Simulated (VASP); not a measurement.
# CsLi3P2 (P6/mmm) in VASP: a series of runs, part 2 of 2

VASP 6.6.1. The steps go on from the part before.

## 4. Relaxation of cell and atoms, PBE (random cell by space group and Wyckoff sites (P6/mmm, No. 191))

File INCAR:

```
SYSTEM = CsLi3P2
PREC = Accurate
ENCUT = 600
EDIFF = 1E-7
ISMEAR = 0
SIGMA = 0.1
LREAL = .False.
LASPH = .True.
NELM = 100
ALGO = Normal
ISIF = 3
LWAVE = .False.
LCHARG = .False.
GGA = PE
IBRION = 2
NSW = 90
EDIFFG = -0.04
```

File KPOINTS:

```
regular mesh
0
Gamma
  3 3 6
  0 0 0
```

File POSCAR:

```
CsLi3P2
1.0
    7.8542916468      0.0000000000      0.0000000000
   -3.9271458234      6.8020160949      0.0000000000
    0.0000000000      0.0000000000      3.4968546900
Cs Li P
1 3 2
Direct
    0.0000000000      0.0000000000      0.0000000000
    0.5000000000      0.0000000000      0.5000000000
    0.0000000000      0.5000000000      0.5000000000
    0.5000000000      0.5000000000      0.5000000000
    0.3333333333      0.6666666667      0.5000000000
    0.6666666667      0.3333333333      0.5000000000
```

Potentials or basis: VASP PAW PBE potentials, release 64 (Cs_sv, Li_sv, P).

Started as:

```
$ cat potpaw_PBE.64/Cs_sv/POTCAR potpaw_PBE.64/Li_sv/POTCAR potpaw_PBE.64/P/POTCAR > POTCAR
$ mpirun -np 1 vasp_std > vasp.out
```

OUTCAR:

```text
SYSTEM = CsLi3P2
   PREC = Accurate
   ENCUT = 600
   EDIFF = 1E-7
   ISMEAR = 0
   LREAL = .False.
   LASPH = .True.
   NELM = 100
   ISIF = 3
   GGA = PE
   IBRION = 2
   NSW = 90
   EDIFFG = -0.04

 ion  position               nearest neighbor table
   1  0.000  0.000  0.000-
   2  0.500  0.000  0.500-   5 2.27   6 2.27
   3  0.000  0.500  0.500-   5 2.27   6 2.27
   4  0.500  0.500  0.500-   5 2.27   6 2.27
   5  0.333  0.667  0.500-   3 2.27   2 2.27   4 2.27
   6  0.667  0.333  0.500-   3 2.27   2 2.27   4 2.27

  LATTYP: Found a hexagonal cell.
 ALAT       =     7.8542916468
 C/A-ratio  =     0.4452157938

  Lattice vectors:

 A1 = (   7.8542916468,   0.0000000000,   0.0000000000)
 A2 = (  -3.9271458234,   6.8020160949,   0.0000000000)
 A3 = (   0.0000000000,   0.0000000000,   3.4968546900)

Analysis of symmetry for initial positions (statically):
=====================================================================
 Subroutine PRICEL returns:
 Original cell was already a primitive cell.

 Routine SETGRP: Setting up the symmetry group for a
 hexagonal supercell.

 Subroutine GETGRP returns: Found 24 space group operations
 (whereof 24 operations were pure point group operations)
 out of a pool of 24 trial point group operations.

The static configuration has the point symmetry D_6h.

Analysis of symmetry for dynamics (positions and initial velocities):
=====================================================================
 Subroutine PRICEL returns:
 Original cell was already a primitive cell.

 Routine SETGRP: Setting up the symmetry group for a
 hexagonal supercell.

 Subroutine GETGRP returns: Found 24 space group operations
 (whereof 24 operations were pure point group operations)
 out of a pool of 24 trial point group operations.

The dynamic configuration has the point symmetry D_6h.

 Subroutine INISYM returns: Found 24 space group operations
 (whereof 24 operations are pure point group operations),
 and found     1 'primitive' translations

----------------------------------------------------------------------------------------

                                     Primitive cell

  volume of cell :     186.8195

  direct lattice vectors                    reciprocal lattice vectors
     7.854291647  0.000000000  0.000000000     0.127318929  0.073507618  0.000000000
    -3.927145823  6.802016095  0.000000000     0.000000000  0.147015236  0.000000000
     0.000000000  0.000000000  3.496854690     0.000000000  0.000000000  0.285971277

  length of vectors
     7.854291647  7.854291647  3.496854690     0.147015236  0.147015236  0.285971277

  position of ions in fractional coordinates (direct lattice)
     0.000000000  0.000000000  0.000000000
     0.500000000  0.000000000  0.500000000
     0.000000000  0.500000000  0.500000000
     0.500000000  0.500000000  0.500000000
     0.333333333  0.666666667  0.500000000
     0.666666667  0.333333333  0.500000000

  ion indices of the primitive-cell ions
   primitive index   ion index
                 1           1
                 2           2
                 3           3
                 4           4
                 5           5
                 6           6

----------------------------------------------------------------------------------------

 KPOINTS: regular mesh

Automatic generation of k-mesh.
 Grid dimensions read from file:
 generate k-points for:    3    3    6

 Generating k-lattice:

  Cartesian coordinates                     Fractional coordinates (reciprocal lattice)
     0.042439643  0.024502539  0.000000000     0.333333333  0.000000000  0.000000000
     0.000000000  0.049005079  0.000000000     0.000000000  0.333333333  0.000000000
     0.000000000  0.000000000  0.047661879     0.000000000  0.000000000  0.166666667

  Length of vectors
     0.049005079  0.049005079  0.047661879

  Shift w.r.t. Gamma in fractional coordinates (k-lattice)
     0.000000000  0.000000000  0.000000000

 Subroutine IBZKPT returns following result:
 ===========================================

 Found     12 irreducible k-points:

 Following reciprocal coordinates:
            Coordinates               Weight
  0.000000  0.000000  0.000000      1.000000
  0.333333  0.000000  0.000000      6.000000
  0.333333  0.333333  0.000000      2.000000
  0.000000  0.000000  0.166667      2.000000
  0.333333  0.000000  0.166667     12.000000
  0.333333  0.333333  0.166667      4.000000
  0.000000  0.000000  0.333333      2.000000
  0.333333  0.000000  0.333333     12.000000
  0.333333  0.333333  0.333333      4.000000
  0.000000  0.000000  0.500000      1.000000
  0.333333  0.000000  0.500000      6.000000
  0.333333  0.333333  0.500000      2.000000
   k-points           NKPTS =     12   k-points in BZ     NKDIM =     12   number of bands    NBANDS=     18
   number of dos      NEDOS =    301   number of ions     NIONS =      6
   total plane-waves  NPLWV = 114688
   dimension x,y,z NGX =    64 NGY =   64 NGZ =   28
   dimension x,y,z NGXF=   128 NGYF=  128 NGZF=   56
   ions per type =               1   3   2
   NGX,Y,Z   is equivalent  to a cutoff of  13.55, 13.55, 13.31 a.u.
   NGXF,Y,Z  is equivalent  to a cutoff of  27.09, 27.09, 26.62 a.u.
 SYSTEM =  CsLi3P2
   PREC   = accura    normal or accurate (medium, high low for compatibility)
   ISTART =      0    job   : 0-new  1-cont  2-samecut
   ICHARG =      2    charge: 1-file 2-atom 10-const
   ISPIN  =      1    spin polarized calculation?
   LNONCOLLINEAR =      F non collinear calculations
   LSORBIT =      F    spin-orbit coupling
   LASPH  =      T    aspherical Exc in radial PAW
   ENCUT  =  600.0 eV  44.10 Ry    6.64 a.u.  15.69 15.69  6.98*2*pi/ulx,y,z
   NELM   =    100;   NELMIN=  2; NELMDL= -5     # of ELM steps
   EDIFF  = 0.1E-06   stopping-criterion for ELM
   LREAL  =      F    real-space projection
   EDIFFG = -.4E-01   stopping-criterion for IOM
   NSW    =     90    number of steps for IOM
   IBRION =      2    ionic relax: 0-MD 1-quasi-New 2-CG
   NFREE  =      1    steps in history (QN), initial steepest desc. (CG)
   ISIF   =      3    stress and relaxation
   ISYM   =      2    0-nonsym 1-usesym 2-fastsym
   POTIM  = 0.5000    time-step for ionic-motion
   TEBEG  =    0.0;   TEEND  =   0.0 temperature during run
   PSTRESS=    0.0 pullay stress
   NELECT =      28.0000    total number of electrons
   NUPDOWN=      -1.0000    fix difference up-down
   EMIN   =  10.00;   EMAX   =-10.00  energy-range for DOS
   EFERMI =   0.00;   METHOD = LEGACY
   ISMEAR =     0;   SIGMA  =   0.10  broadening in eV -4-tet -1-fermi 0-gaus
   EFERMI_NEDOS =   21; number of points for ismear=-14 and -15
   IALGO  =     38    algorithm
   IMIX   =      4    mixing-type and parameters
     AMIX     =   0.40;   BMIX     =  1.00
     AMIX_MAG =   1.60;   BMIX_MAG =  1.00
  volume/ion in A,a.u.               =      31.14       210.12
  Fermi-wavevector in a.u.,A,eV,Ry     =   0.869601  1.643308 10.288809  0.756206
  Thomas-Fermi vector in A             =   1.988447
   LORBIT       =      0    0 simple, 1 ext, 2 COOP (PROOUT), +10 PAW based schemes
   GGA     = PE    functional components
   LHFCALC =     F    Hartree Fock is set to
   AEXX    =    0.0000 exact exchange contribution
   IVDW    =     0    specifies the selected vdW correction
   LEPSILON=     F    determine dielectric tensor
   LRPA    =     F    only Hartree local field effects (RPA)
 conjugate gradient relaxation of ions
 non-spin polarized calculation
 Gauss-broadening in eV      SIGMA  =   0.10
  energy-cutoff  :      600.00
  volume of cell :      186.82
 maximum number of plane-waves:      6296
 NGX is ok and might be reduce to    64
   NGX = 31   NGY = 31   NGZ = 13

--------------------------------------- Ionic step        1  -------------------------------------------

 number of electron      28.0000023 magnetization

 Free energy of the ion-electron system (eV)
  ---------------------------------------------------
  ext. energy  EPLUGINS =         0.00000000
  ---------------------------------------------------
  free energy    TOTEN  =       -17.48798272 eV

  energy without entropy =      -17.48797586  energy(sigma->0) =      -17.48797929

------------------------ aborting loop because EDIFF is reached ----------------------------------------

  FORCE on cell =-STRESS in cart. coord.  units (eV):
  Direction    XX          YY          ZZ          XY          YZ          ZX
  --------------------------------------------------------------------------------------
  -------------------------------------------------------------------------------------
  Total        0.7106134      0.7106134     -2.2741920      0.0000000      0.0000000      0.0000000
  in kB        6.0942700      6.0942700    -19.5036296      0.0000000      0.0000000      0.0000000
  external PRESSURE =      -2.4383632 kB  Pullay stress =       0.0000000 kB
[... 185 lines left out ...]
  energy  without entropy=      -17.5777664930  energy(sigma->0) =      -17.57776661

--------------------------------------- Ionic step        6  -------------------------------------------

 number of electron      28.0000022 magnetization

 Free energy of the ion-electron system (eV)
  ---------------------------------------------------
  ext. energy  EPLUGINS =         0.00000000
  ---------------------------------------------------
  free energy    TOTEN  =       -17.57869952 eV

  energy without entropy =      -17.57869934  energy(sigma->0) =      -17.57869943

 E-fermi :   1.5035     XC(G=0):  -7.2764

 val. band max:        1.1857374084   @ k =   0.0000   0.0000   0.5000
 cond. band min:       1.8208190706   @ k =   0.0000   0.0000   0.1667
 fundamental gap:      0.6350816622
 Fermi energy:         1.5034714714

 k-point     1 :       0.0000    0.0000    0.0000
  band No.  band energies     occupation
      1     -43.9916      2.00000
      2     -43.9908      2.00000
      3     -43.9908      2.00000
      4     -22.9624      2.00000
      5      -9.5973      2.00000
      6      -9.5973      2.00000
[... 10 lines left out ...]
     17       4.1996      0.00000
     18       4.3119      0.00000
[... 262 lines left out ...]
  FREE ENERGIE OF THE ION-ELECTRON SYSTEM (eV)
  ---------------------------------------------------
  free  energy   TOTEN  =       -17.5786995176 eV

  energy  without entropy=      -17.5786993401  energy(sigma->0) =      -17.57869943

 reached required accuracy - stopping structural energy minimisation
```

Run time: 2.5 min. Hardware: 1 thread of AMD EPYC 9R45 (Zen 5), shared host; peak memory 0.34 GiB.

Results:

```yaml
Free_energy: -17.5787 eV
Relaxed_volume: 29.32 Å³/atom
Relaxed_cell: a = 7.904 Å, b = 7.904 Å, c = 3.252 Å, α = 90.00°, β = 90.00°, γ = 120.00°
Space_group_after_relaxing_to_0.05_Å: P6/mmm (No. 191)
Energy_gained_by_relaxing: 15.1 meV/atom
Ionic_steps: 6
Pressure_after_relaxing: -0.1 GPa
Band_gap_on_the_k_mesh: none (metal or under the smearing width)
```

The path:
| step | energy change (eV) | largest force (eV/Å) | pressure (GPa) | volume (Å³) |
| --- | --- | --- | --- | --- |
| 1 | 0.0000 | 0.0000 | -0.24 | 186.82 |
| 2 | -0.0424 | 0.0000 | -0.43 | 185.51 |
| 3 | -0.0752 | 0.0000 | -0.64 | 183.40 |
| 4 | -0.0766 | 0.0000 | -0.68 | 182.85 |
| 5 | -0.0898 | 0.0000 | -0.22 | 177.65 |
| 6 | -0.0907 | 0.0000 | -0.05 | 175.94 |

Final structure:
```yaml
crystal:
  lattice:
    - [7.90440, 0.00000, 0.00000]
    - [-3.95220, 6.84541, 0.00000]
    - [0.00000, 0.00000, 3.25154]
  atoms:
    - { symbol: Cs, position: [0.00000, 0.00000, 0.00000] }
    - { symbol: Li, position: [0.50000, 0.00000, 0.50000] }
    - { symbol: Li, position: [0.00000, 0.50000, 0.50000] }
    - { symbol: Li, position: [0.50000, 0.50000, 0.50000] }
    - { symbol: P, position: [0.33333, 0.66667, 0.50000] }
    - { symbol: P, position: [0.66667, 0.33333, 0.50000] }
```

Caveat: the cutoff is under 1.25 times the usual one of these potentials, so pressure, stress and relaxed cells hold a basis-set (Pulay) error. The run has no spin-orbit coupling, so splittings on Cs are missing.

## 5. Overview

| task | cell | k mesh | cutoff (eV) | mesh quality | gap on the mesh (eV) | pressure (GPa) | relaxed volume (Å³/atom) |
| --- | --- | --- | --- | --- | --- | --- | --- |
| relaxation of cell and atoms | relaxed from: random cell by space group and Wyckoff sites (P6/mmm, No. 191) | 3 × 3 × 4 | 600 | coarse | none | 0.0 | 30.55 |
| single point | random cell by space group and Wyckoff sites (P6/mmm, No. 191) | 3 × 3 × 6 | 520 | not flagged | none | - | - |
| relaxation of cell and atoms | relaxed from: random cell by space group and Wyckoff sites (P6/mmm, No. 191) | 3 × 3 × 6 | 600 | not flagged | none | -0.1 | 29.32 |

Alike in all rows: level PBE; potentials or basis VASP PAW PBE potentials, release 64 (Cs_sv, Li_sv, P); no spin polarisation; smearing gaussian 0.1 eV.

Caveats: some runs use coarse meshes; the cutoff is under 1.25 times the usual one of these potentials, so pressure, stress and relaxed cells hold a basis-set (Pulay) error; the volume moved by over 15 % at a fixed basis, so the end points are rough (some runs).

Absolute energies hang on the potentials; compare differences alone.
